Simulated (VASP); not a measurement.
Given:

```yaml
crystal:
  lattice:
    - [0.00000, 3.01706, 3.01706]
    - [3.01706, 0.00000, 3.01706]
    - [3.01706, 3.01706, 0.00000]
  atoms:
    - { symbol: Pb, position: [0.00000, 0.00000, 0.00000] }
    - { symbol: S, position: [0.50000, 0.50000, 0.50000] }
```

The numbers are results of vdW-DF-cx, VASP's PBE PAW potentials (set 64) (plane waves; VASP 6.6.1), not measurements. Run with 520 eV cut-off, 8×8×8 Γ-centred mesh, Gaussian smearing of 0.050 eV, potentials Pb_d S.

**Question.** Give the stress tensor in GPa (positive for a compressed cell).

**Answer.** 
```
-3.02   0.00   0.00
 0.00  -3.02   0.00
 0.00   0.00  -3.02
```
The pressure is its mean diagonal, -3.02 GPa.

The compound is PbS in the rock salt structure. This cell is one point of a volume scan, at 1.06 of the reference volume.
